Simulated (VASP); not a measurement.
Input:

```yaml
crystal:
  lattice:
    - [0.00000, 3.18803, 3.18803]
    - [3.18803, 0.00000, 3.18803]
    - [3.18803, 3.18803, 0.00000]
  atoms:
    - { symbol: Ba, position: [0.00000, 0.00000, 0.00000] }
    - { symbol: S, position: [0.50000, 0.50000, 0.50000] }
```

Level of theory: vdW-DF-cx, VASP's PBE PAW potentials (set 64) (plane waves; VASP). Settings: 520 eV cut-off, 7×7×7 Γ-centred mesh, Gaussian smearing of 0.050 eV, potentials Ba_sv S.

**Question.** The job: BaS (rock salt), 2 atoms, vdW-DF-cx, static run, 520 eV, 7×7×7 Γ-centred mesh. Roughly how much core time does it take on a busy server core?

**Answer.** About 80 core-seconds (one run on a shared machine, a rough figure). It had 20 irreducible k-points, 12 bands, up to 1807 plane waves and 14 electronic steps.

The compound is BaS in the rock salt structure. It was relaxed first.
